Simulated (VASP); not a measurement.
# Sn12O23F (a cell with a defect) (Cassiterite) in VASP: electric field gradients with PBE

Aim: the electric field gradients of Sn12O23F (a cell with a defect) (Cassiterite) with PBE.

Program: VASP 6.6.1. These are calculated values, not measurements. Logs are shortened: lines on timing, memory, paths and dates and some standing lists are left out, and cuts for length are marked.

## 1. The crystal as given

The cell holds a defect, 36 atoms: a = 6.701 Å, b = 6.701 Å, c = 9.559 Å, α = 90.00°, β = 90.00°, γ = 90.00°.

## 2. Electric field gradients, PBE

INCAR reads:

```
PREC = Accurate
ENCUT = 520
EDIFF = 1E-8
ISMEAR = -1
SIGMA = 0.01
LREAL = Auto
LASPH = T
NELM = 100
ALGO = Fast
ISIF = 2
LWAVE = F
LCHARG = F
GGA = PE
LEFG = T
NELECT = 312.0
NBANDS = 180
```

KPOINTS reads:

```
Automatic mesh
0
Gamma
  3 3 2
```

POSCAR reads:

```
Sn12O23F
1.0
    4.7380000000      4.7380000000      0.0000000000
   -4.7380000000      4.7380000000      0.0000000000
    0.0000000000      0.0000000000      9.5595000000
Sn F O
12 1 23
Direct
    0.0000000000      0.0000000000      0.0000000000
    0.0000000000      0.0000000000      0.3333333333
    0.0000000000      0.0000000000      0.6666666667
    0.5000000000      0.5000000000      0.0000000000
    0.5000000000      0.5000000000      0.3333333333
    0.5000000000      0.5000000000      0.6666666667
    0.5000000000      0.0000000000      0.1666666667
    0.5000000000      0.0000000000      0.5000000000
    0.5000000000      0.0000000000      0.8333333333
    0.0000000000      0.5000000000      0.1666666667
    0.0000000000      0.5000000000      0.5000000000
    0.0000000000      0.5000000000      0.8333333333
    0.3071000000      0.0000000000      0.0000000000
    0.3071000000      0.0000000000      0.3333333333
    0.3071000000      0.0000000000      0.6666666667
    0.8071000000      0.5000000000      0.0000000000
    0.8071000000      0.5000000000      0.3333333333
    0.8071000000      0.5000000000      0.6666666667
    0.5000000000      0.3071000000      0.1666666667
    0.5000000000      0.3071000000      0.5000000000
    0.5000000000      0.3071000000      0.8333333333
    0.0000000000      0.8071000000      0.1666666667
    0.0000000000      0.8071000000      0.5000000000
    0.0000000000      0.8071000000      0.8333333333
    0.6929000000      0.0000000000      0.0000000000
    0.6929000000      0.0000000000      0.3333333333
    0.6929000000      0.0000000000      0.6666666667
    0.1929000000      0.5000000000      0.0000000000
    0.1929000000      0.5000000000      0.3333333333
    0.1929000000      0.5000000000      0.6666666667
    0.5000000000      0.6929000000      0.1666666667
    0.5000000000      0.6929000000      0.5000000000
    0.5000000000      0.6929000000      0.8333333333
    0.0000000000      0.1929000000      0.1666666667
    0.0000000000      0.1929000000      0.5000000000
    0.0000000000      0.1929000000      0.8333333333
```

Potentials or basis: VASP PAW PBE potentials, release 64 (Sn_d, F, O).

The run is started by

```bash
$ cat potpaw_PBE.64/Sn_d/POTCAR potpaw_PBE.64/F/POTCAR potpaw_PBE.64/O/POTCAR > POTCAR
$ mpirun -np 1 vasp_std > vasp.out
```

OUTCAR:

```text
PREC = Accurate
   ENCUT = 520
   EDIFF = 1E-8
   ISMEAR = -1
   LREAL = Auto
   LASPH = T
   NELM = 100
   ISIF = 2
   GGA = PE
   NELECT = 312.0

 ion  position               nearest neighbor table
   1  0.000  0.000  0.000-  22 2.05  24 2.05  34 2.05  36 2.05  13 2.06  25 2.06   2 3.19   3 3.19
                            10 3.71  12 3.71   7 3.71   9 3.71  10 3.71  12 3.71   7 3.71   9 3.71
   2  0.000  0.000  0.333-  22 2.05  34 2.05  23 2.05  35 2.05  14 2.06  26 2.06   1 3.19   3 3.19
                             7 3.71  10 3.71  10 3.71   7 3.71   8 3.71  11 3.71  11 3.71   8 3.71
   3  0.000  0.000  0.667-  24 2.05  36 2.05  35 2.05  23 2.05  15 2.06  27 2.06   1 3.19   2 3.19
                             9 3.71  12 3.71  12 3.71   9 3.71  11 3.71  11 3.71   8 3.71   8 3.71
   4  0.500  0.500  0.000-  19 2.05  21 2.05  31 2.05  33 2.05  16 2.06  28 2.06   5 3.19   6 3.19
                            10 3.71  12 3.71   7 3.71   9 3.71   7 3.71   9 3.71  10 3.71  12 3.71
   5  0.500  0.500  0.333-  19 2.05  31 2.05  20 2.05  32 2.05  17 2.06  29 2.06   4 3.19   6 3.19
                             7 3.71  10 3.71   7 3.71  10 3.71   8 3.71   8 3.71  11 3.71  11 3.71
   6  0.500  0.500  0.667-  21 2.05  33 2.05  32 2.05  20 2.05  18 2.06  30 2.06   4 3.19   5 3.19
                             9 3.71  12 3.71   9 3.71  12 3.71   8 3.71  11 3.71  11 3.71   8 3.71
   7  0.500  0.000  0.167-  14 2.05  26 2.05  25 2.05  13 2.05  19 2.06  31 2.06   8 3.19   9 3.19
                             2 3.71   5 3.71   5 3.71   2 3.71   4 3.71   4 3.71   1 3.71   1 3.71
   8  0.500  0.000  0.500-  14 2.05  15 2.05  26 2.05  27 2.05  20 2.06  32 2.06   7 3.19   9 3.19
                             2 3.71   3 3.71   5 3.71   6 3.71   5 3.71   6 3.71   2 3.71   3 3.71
   9  0.500  0.000  0.833-  15 2.05  27 2.05  25 2.05  13 2.05  21 2.06  33 2.06   8 3.19   7 3.19
[... 29 lines left out ...]
  35  0.000  0.193  0.500-   2 2.05   3 2.05  11 2.06
  36  0.000  0.193  0.833-   3 2.05   1 2.05  12 2.06

  LATTYP: Found a simple tetragonal cell.
 ALAT       =     6.7005438585
 C/A-ratio  =     1.4266752374

  Lattice vectors:

 A1 = (   4.7380000000,   4.7380000000,   0.0000000000)
 A2 = (  -4.7380000000,   4.7380000000,   0.0000000000)
 A3 = (   0.0000000000,   0.0000000000,   9.5595000000)

Analysis of symmetry for initial positions (statically):
=====================================================================
 Subroutine PRICEL returns:
 Original cell was already a primitive cell.

 Routine SETGRP: Setting up the symmetry group for a
 simple tetragonal supercell.

 Subroutine GETGRP returns: Found  4 space group operations
 (whereof  4 operations were pure point group operations)
 out of a pool of 16 trial point group operations.

The static configuration has the point symmetry C_2v.
[... 1596 lines left out ...]
  Total       16.5208024     16.5208024     27.5525337      3.9336986      0.0000000      0.0000000
  in kB       61.6717730     61.6717730    102.8529704     14.6844059      0.0000000      0.0000000
  external PRESSURE =      75.3988388 kB  Pullay stress =       0.0000000 kB

 VOLUME and BASIS-vectors are now :
 -----------------------------------------------------------------------------
  energy-cutoff  :      520.00
  volume of cell :      429.20
      direct lattice vectors                 reciprocal lattice vectors
     4.738000000  4.738000000  0.000000000     0.105529759  0.105529759  0.000000000
    -4.738000000  4.738000000  0.000000000    -0.105529759  0.105529759  0.000000000
     0.000000000  0.000000000  9.559500000     0.000000000  0.000000000  0.104607982

 POSITION                                       TOTAL-FORCE (eV/Angst)
 -----------------------------------------------------------------------------------
      0.00000      0.00000      0.00000        -2.066454     -2.066454      0.000000
      0.00000      0.00000      3.18650        -0.151253     -0.151253      0.668819
      0.00000      0.00000      6.37300        -0.151253     -0.151253     -0.668819
      0.00000      4.73800      0.00000         0.189732      0.189732      0.000000
      0.00000      4.73800      3.18650        -0.022742     -0.022742      0.678301
      0.00000      4.73800      6.37300        -0.022742     -0.022742     -0.678301
[... 28 lines left out ...]
     -0.91396      0.91396      4.77975        -0.160137      0.211181      0.000000
     -0.91396      0.91396      7.96625         0.325531      0.137502      0.625227
 -----------------------------------------------------------------------------------
    total drift:                                0.002599      0.002599     -0.000000

  FREE ENERGIE OF THE ION-ELECTRON SYSTEM (eV)
  ---------------------------------------------------
  free  energy   TOTEN  =      -227.2793589011 eV

  energy  without entropy=     -227.2793589011  energy(sigma->0) =     -227.27935890

 Electric field gradients (V/A^2)
---------------------------------------------------------------------
 ion       V_xx      V_yy      V_zz      V_xy      V_xz      V_yz
---------------------------------------------------------------------
   1      60.036    60.036  -120.071    67.768     0.000     0.000
   2      30.421    30.421   -60.843   -24.185     0.412     0.412
   3      30.421    30.421   -60.843   -24.185    -0.412    -0.412
   4      26.406    26.406   -52.812   -23.290     0.000    -0.000
   5      26.574    26.574   -53.148   -29.581    -1.000    -1.000
   6      26.574    26.574   -53.148   -29.581     1.000     1.000
[... 28 lines left out ...]
  35     -24.367   -26.018    50.385   -82.085     0.000    -0.000
  36     -20.191   -32.153    52.344   -77.850    14.050    -1.989
---------------------------------------------------------------------

 Electric field gradients after diagonalization (V/A^2)
 (convention: |V_zz| > |V_xx| > |V_yy|)
----------------------------------------------------------------------
 ion       V_xx      V_yy      V_zz     asymmetry (V_yy - V_xx)/ V_zz
----------------------------------------------------------------------
   1    -120.071    -7.733   127.804       0.879
   2      54.606     6.242   -60.848       0.795
   3      54.606     6.242   -60.848       0.795
   4      49.696     3.116   -52.812       0.882
   5     -53.188    -2.967    56.155       0.894
   6     -53.188    -2.967    56.155       0.894
[... 28 lines left out ...]
  35      56.897    50.385  -107.282       0.061
  36      63.987    40.682  -104.670       0.223
----------------------------------------------------------------------

           NMR quadrupolar parameters

 Cq : quadrupolar parameter    Cq=e*Q*V_zz/h
 eta: asymmetry parameters     (V_yy - V_xx)/ V_zz
 Q  : nuclear electric quadrupole moment in mb (millibarn)
----------------------------------------------------------------------
 ion       Cq(MHz)       eta       Q (mb)
----------------------------------------------------------------------
   1       0.309       0.879       1.000
   2      -0.147       0.795       1.000
   3      -0.147       0.795       1.000
   4      -0.128       0.882       1.000
   5       0.136       0.894       1.000
   6       0.136       0.894       1.000
[... 28 lines left out ...]
  35      -0.259       0.061       1.000
  36      -0.253       0.223       1.000
----------------------------------------------------------------------
```

OSZICAR:

```text
N       E                     dE             d eps       ncg     rms          rms(c)
DAV:   1     0.663992695883E+04    0.66399E+04   -0.12454E+05  3052   0.278E+03
DAV:   2     0.148688906085E+04   -0.51530E+04   -0.49481E+04  2880   0.893E+02
DAV:   3    -0.699897401320E+02   -0.15569E+04   -0.15018E+04  3096   0.352E+02
[... 14 lines left out ...]
RMM:  18    -0.227279359309E+03   -0.10423E-05   -0.67081E-06  4710   0.469E-03    0.513E-03
RMM:  19    -0.227279359012E+03    0.29711E-06   -0.57599E-07  3687   0.189E-03    0.330E-03
RMM:  20    -0.227279358818E+03    0.19350E-06   -0.15037E-06  3633   0.251E-03    0.347E-04
RMM:  21    -0.227279358893E+03   -0.74353E-07   -0.15581E-07  3517   0.974E-04    0.280E-04
RMM:  22    -0.227279358901E+03   -0.84765E-08   -0.40096E-08  2774   0.431E-04
   1 F= -.22727936E+03 E0= -.22727936E+03  d E =-.610791E-14
```

It took 11 min on 1 thread of Intel Xeon 6975P-C (Granite Rapids), shared host; peak memory 0.66 GiB.

Results:

```yaml
Free_energy: -227.2794 eV
Largest_force: 3.717 eV/Å
Band_gap_on_the_k_mesh: 1.00 eV, direct
```

Forces in eV/Å, atoms in the order of the input:
```
Sn  -2.066 -2.066  0.000
Sn  -0.151 -0.151  0.669
Sn  -0.151 -0.151 -0.669
Sn   0.190  0.190  0.000
Sn  -0.023 -0.023  0.678
Sn  -0.023 -0.023 -0.678
Sn   1.547  1.547  3.004
Sn   0.213  0.213  0.000
Sn   1.547  1.547 -3.004
Sn  -0.060 -0.060  0.291
Sn   0.012  0.012  0.000
Sn  -0.060 -0.060 -0.291
F   -0.451 -0.451  0.000
O   -0.224 -0.224 -0.627
O   -0.224 -0.224  0.627
O   -0.230 -0.230  0.000
O   -0.255 -0.255 -0.251
O   -0.255 -0.255  0.251
O    0.448 -0.764 -0.511
O    0.253 -0.281  0.000
O    0.448 -0.764  0.511
O    0.138  0.326 -0.625
O    0.211 -0.160  0.000
O    0.138  0.326  0.625
O   -0.782 -0.782  0.000
O    0.188  0.188 -0.279
O    0.188  0.188  0.279
O    0.291  0.291  0.000
O    0.231  0.231 -0.222
O    0.231  0.231  0.222
O   -0.764  0.448 -0.511
O   -0.281  0.253  0.000
O   -0.764  0.448  0.511
O    0.326  0.138 -0.625
O   -0.160  0.211  0.000
O    0.326  0.138  0.625
```

Electric field gradients, principal values (V/Å²):
```tsv
atom	Vxx	Vyy	Vzz
1 Sn	-7.733	-120.071	127.804
2 Sn	6.242	54.606	-60.848
3 Sn	6.242	54.606	-60.848
4 Sn	3.116	49.696	-52.812
5 Sn	-2.967	-53.188	56.155
6 Sn	-2.967	-53.188	56.155
7 Sn	-42.400	-72.557	114.958
8 Sn	-4.150	-57.623	61.773
9 Sn	-42.400	-72.557	114.958
10 Sn	20.997	45.276	-66.273
11 Sn	3.631	54.741	-58.372
12 Sn	20.997	45.276	-66.273
13 F	39.576	58.393	-97.969
14 O	48.120	65.079	-113.199
15 O	48.120	65.079	-113.199
16 O	46.535	59.174	-105.708
17 O	47.364	59.394	-106.758
18 O	47.364	59.394	-106.758
19 O	38.778	70.706	-109.484
20 O	49.258	58.734	-107.992
21 O	38.778	70.706	-109.484
22 O	40.682	63.987	-104.670
23 O	50.385	56.897	-107.282
24 O	40.682	63.987	-104.670
25 O	44.107	71.747	-115.854
26 O	48.886	58.177	-107.063
27 O	48.886	58.177	-107.063
28 O	42.777	56.246	-99.023
29 O	47.434	59.381	-106.815
30 O	47.434	59.381	-106.815
31 O	38.778	70.706	-109.484
32 O	49.258	58.734	-107.992
33 O	38.778	70.706	-109.484
34 O	40.682	63.987	-104.670
35 O	50.385	56.897	-107.282
36 O	40.682	63.987	-104.670
```

Caveat: the cell carries a net charge on a neutralising background, which shifts energy and pressure; the cell is charged against a uniform background, so pressure and absolute levels hang on convention; spin-orbit coupling is left out, which moves the levels of the heavy elements.
